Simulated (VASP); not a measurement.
Level of theory: r2SCAN meta-GGA, VASP's PBE PAW potentials (set 64) (plane waves; VASP).

Input for VASP

### POSCAR
```
Cs2AgSbS4
1
    6.9934798589     0.0123896409    -0.0261827437
    2.3002161580     7.0450234817    -0.0346336434
    2.7385508590     2.4365801980    10.4568855612
Cs Ag Sb S
4 2 2 8
Direct
  0.7147732688   0.7567138619   0.5955650556
  0.2852267312   0.2432861381   0.4044349444
  0.7634426403   0.5076688830   0.1888020322
  0.2365573597   0.4923311170   0.8111979678
  0.6151254983   0.0935277304   0.0721493597
  0.3848745017   0.9064722696   0.9278506403
  0.8711856511   0.1340667829   0.7647775849
  0.1288143489   0.8659332171   0.2352224151
  0.2663822819   0.6332230807   0.1086378786
  0.7336177181   0.3667769193   0.8913621214
  0.7683460067   0.9482209258   0.2697332071
  0.2316539933   0.0517790742   0.7302667929
  0.7539865357   0.2599804265   0.5708111966
  0.2460134643   0.7400195735   0.4291888034
  0.2315303710   0.1497120156   0.1165548534
  0.7684696290   0.8502879844   0.8834451466
```

INCAR:
```
# general
SYSTEM  = Cs2AgSbS4
PREC    = Accurate
ENCUT   = 400
LREAL   = Auto
LASPH   = .TRUE.

# electronic loop
EDIFF   = 1E-6
NELM    = 100
ALGO    = Normal
LMAXMIX = 4
LMIXTAU = .TRUE.

# smearing
ISMEAR  = 0
SIGMA   = 0.05

# functional
METAGGA = R2SCAN

# ions
IBRION  = 2
NSW     = 60
ISIF    = 3
EDIFFG  = -0.02

# output
LWAVE   = .FALSE.
LCHARG  = .FALSE.
```

File KPOINTS:
```
Automatic mesh
0
Gamma
3 3 2
0 0 0
```

POTCAR, in this order: Cs_sv Ag Sb S (PBE.64 set). Program: vasp_std.

The run wrote:

File OSZICAR:
```
       N       E                     dE             d eps       ncg     rms          rms(c)
DAV:   1     0.492603034812E+03    0.49260E+03   -0.42562E+04  1380   0.119E+03
DAV:   2    -0.228727644065E+03   -0.72133E+03   -0.70414E+03  1787   0.241E+02
DAV:   3    -0.299240924868E+03   -0.70513E+02   -0.70041E+02  1624   0.834E+01
DAV:   4    -0.300903043203E+03   -0.16621E+01   -0.16539E+01  1608   0.145E+01
DAV:   5    -0.300950813175E+03   -0.47770E-01   -0.47692E-01  1656   0.230E+00    0.183E+01
DAV:   6    -0.286258632099E+03    0.14692E+02   -0.20242E+01  1465   0.256E+01    0.178E+01
DAV:   7    -0.280137573125E+03    0.61211E+01   -0.36957E+00  1539   0.889E+00    0.110E+01
DAV:   8    -0.274982767723E+03    0.51548E+01   -0.13405E+00  1425   0.537E+00    0.253E+00
DAV:   9    -0.270221038912E+03    0.47617E+01   -0.23280E+00  1502   0.637E+00    0.109E+00
DAV:  10    -0.270969085218E+03   -0.74805E+00   -0.26293E-01  1536   0.249E+00    0.806E-01
DAV:  11    -0.271182793724E+03   -0.21371E+00   -0.63596E-02  1514   0.111E+00    0.515E-01
DAV:  12    -0.271211331113E+03   -0.28537E-01   -0.62638E-02  1600   0.858E-01    0.275E-01
DAV:  13    -0.271237327781E+03   -0.25997E-01   -0.17931E-02  1470   0.707E-01    0.205E-01
DAV:  14    -0.271235648636E+03    0.16791E-02   -0.23862E-03  1616   0.258E-01    0.145E-01
DAV:  15    -0.271238822426E+03   -0.31738E-02   -0.49308E-03  1460   0.317E-01    0.416E-02
DAV:  16    -0.271239639731E+03   -0.81731E-03   -0.12981E-03  1450   0.203E-01    0.291E-02
DAV:  17    -0.271239937135E+03   -0.29740E-03   -0.14428E-04  1592   0.662E-02    0.193E-02
DAV:  18    -0.271239879358E+03    0.57777E-04   -0.59474E-05  1468   0.447E-02    0.100E-02
DAV:  19    -0.271239980787E+03   -0.10143E-03   -0.73884E-05  1460   0.489E-02    0.611E-03
DAV:  20    -0.271239992425E+03   -0.11638E-04   -0.82366E-06  1475   0.164E-02    0.430E-03
DAV:  21    -0.271239993320E+03   -0.89485E-06   -0.11242E-06  1056   0.493E-03
   1 F= -.27123999E+03 E0= -.27123999E+03  d E =-.271240E+03
       N       E                     dE             d eps       ncg     rms          rms(c)
DAV:   1    -0.271241402250E+03   -0.14098E-02   -0.44488E-02  1425   0.872E-01    0.267E-01
DAV:   2    -0.271240347742E+03    0.10545E-02   -0.43824E-03  1486   0.399E-01    0.127E-01
DAV:   3    -0.271240233796E+03    0.11395E-03   -0.45160E-04  1611   0.764E-02    0.814E-02
DAV:   4    -0.271240196004E+03    0.37792E-04   -0.15209E-04  1555   0.725E-02    0.256E-02
DAV:   5    -0.271240203210E+03   -0.72063E-05   -0.98750E-05  1450   0.518E-02    0.187E-02
DAV:   6    -0.271240221128E+03   -0.17918E-04   -0.18924E-05  1470   0.216E-02    0.137E-02
DAV:   7    -0.271240176331E+03    0.44797E-04   -0.31691E-05  1430   0.285E-02    0.587E-03
DAV:   8    -0.271240217961E+03   -0.41630E-04   -0.31680E-05  1415   0.280E-02    0.180E-03
DAV:   9    -0.271240220153E+03   -0.21912E-05   -0.13568E-06  1072   0.626E-03    0.106E-03
DAV:  10    -0.271240220118E+03    0.34120E-07   -0.11137E-07   815   0.149E-03
   2 F= -.27124022E+03 E0= -.27124022E+03  d E =-.226798E-03
       N       E                     dE             d eps       ncg     rms          rms(c)
DAV:   1    -0.271240220319E+03   -0.16680E-06   -0.90378E-06  1430   0.121E-02    0.369E-03
DAV:   2    -0.271240219845E+03    0.47422E-06   -0.84340E-07   745   0.550E-03
   3 F= -.27124022E+03 E0= -.27124022E+03  d E =-.226525E-03
       N       E                     dE             d eps       ncg     rms          rms(c)
DAV:   1    -0.271240363428E+03   -0.14311E-03   -0.20472E-02  1380   0.448E-01    0.100E-01
DAV:   2    -0.271240400421E+03   -0.36992E-04   -0.11291E-03  1616   0.132E-01    0.462E-02
DAV:   3    -0.271240402017E+03   -0.15968E-05   -0.49791E-05  1584   0.306E-02    0.307E-02
DAV:   4    -0.271240395431E+03    0.65863E-05   -0.18625E-05  1632   0.152E-02    0.166E-02
DAV:   5    -0.271240393136E+03    0.22956E-05   -0.68943E-06  1465   0.120E-02    0.622E-03
DAV:   6    -0.271240391705E+03    0.14301E-05   -0.54181E-06  1380   0.112E-02    0.464E-03
DAV:   7    -0.271240393170E+03   -0.14650E-05   -0.16220E-06   903   0.687E-03    0.241E-03
DAV:   8    -0.271240392484E+03    0.68610E-06   -0.60555E-07   790   0.335E-03
   4 F= -.27124039E+03 E0= -.27124039E+03  d E =-.172639E-03
```

**OUTCAR**
```
------------------------ aborting loop because EDIFF is reached ----------------------------------------
  FORCE on cell =-STRESS in cart. coord.  units (eV):
  Direction    XX          YY          ZZ          XY          YZ          ZX
  --------------------------------------------------------------------------------------
  Total       -0.0500995     -0.0082445     -0.0367618     -0.0233558      0.0332384      0.0098610
  in kB       -0.1553431     -0.0255636     -0.1139869     -0.0724190      0.1030619      0.0305759
  external PRESSURE =      -0.0982979 kB  Pullay stress =       0.0000000 kB
  volume of cell :      516.72
      direct lattice vectors                 reciprocal lattice vectors
     6.999959277  0.010102380 -0.026401066     0.142825378 -0.046750199 -0.026531522
     2.300035439  7.047231386 -0.036034024    -0.000328901  0.141838664 -0.032929886
     2.739979535  2.434742257 10.459781514     0.000359366  0.000370635  0.095423881
 POSITION                                       TOTAL-FORCE (eV/Angst)
 -----------------------------------------------------------------------------------
      8.37533      6.79047      6.18344        -0.002418      0.003802      0.002148
      3.66464      2.70160      4.21391         0.002418     -0.003802     -0.002148
      7.02950      4.04518      1.93657         0.001372      0.001240      0.000539
      5.01047      5.44689      8.46078        -0.001372     -0.001240     -0.000539
      4.71853      0.84100      0.73563        -0.005787      0.000162      0.007918
      7.32144      8.65107      9.66171         0.005787     -0.000162     -0.007918
      8.50207      2.81529      7.97181         0.004478     -0.014396      0.005366
      3.53790      6.67679      2.42554        -0.004478      0.014396     -0.005366
      3.61749      4.73158      1.10642        -0.006602      0.011064     -0.005561
      8.42249      4.76050      9.29093         0.006602     -0.011064      0.005561
      8.29920      7.34581      2.76776         0.007458     -0.006474      0.000773
      3.74078      2.14626      7.62959        -0.007458      0.006474     -0.000773
      7.44073      3.23096      5.94211         0.006975      0.007734      0.006748
      4.59924      6.26112      4.45523        -0.006975     -0.007734     -0.006748
      2.28297      1.34299      1.20700        -0.003628      0.002180      0.000930
      9.75700      8.14909      9.19034         0.003628     -0.002180     -0.000930
 -----------------------------------------------------------------------------------
    total drift:                                0.000000     -0.000000     -0.000000
  FREE ENERGIE OF THE ION-ELECTRON SYSTEM (eV)
  ---------------------------------------------------
  free  energy   TOTEN  =      -271.2403924843 eV

  energy  without entropy=     -271.2403924843  energy(sigma->0) =     -271.24039248

 reached required accuracy - stopping structural energy minimisation
```
(Selected blocks of OUTCAR.)

**CONTCAR**
```
Cs2AgSbS4
   1.00000000000000
     6.9999592770867540    0.0101023801106364   -0.0264010662398060
     2.3000354388093935    7.0472313859393374   -0.0360340242643392
     2.7399795354139656    2.4347422572976676   10.4597815135649466
  Cs              Ag              Sb              S
     4     2     2     8
Direct
     0.7146975459535504    0.7567772070137802    0.5955744995354554
     0.2853024540464495    0.2432227929862198    0.4044255004645446
     0.7634979369239946    0.5076804674192323    0.1888205933898020
     0.2365020630760055    0.4923195325807678    0.8111794066101979
     0.6150919159660321    0.0935103368339651    0.0722044660804810
     0.3849080840339680    0.9064896631660349    0.9277955339195190
     0.8711924228527178    0.1340095903211594    0.7647994191302021
     0.1288075771472822    0.8659904096788407    0.2352005808697979
     0.2661115213640123    0.6334969343329856    0.1086327051400277
     0.7338884786359876    0.3665030656670146    0.8913672948599722
     0.7684849042769445    0.9480486915431678    0.2698151654413298
     0.2315150957230556    0.0519513084568322    0.7301848345586702
     0.7540238968619731    0.2601546077745573    0.5708910171618256
     0.2459761031380269    0.7398453922254427    0.4291089828381744
     0.2312579274830187    0.1499904657237058    0.1164951702872169
     0.7687420725169812    0.8500095342762942    0.8835048297127832
```

The structure comes from a computed database's Cs2AgSbS4 entry; how it stands against other phases isn't given here. This run relaxes it. Symmetry was kept, so distortions that lower it aren't found. The start is the result of an earlier pass.
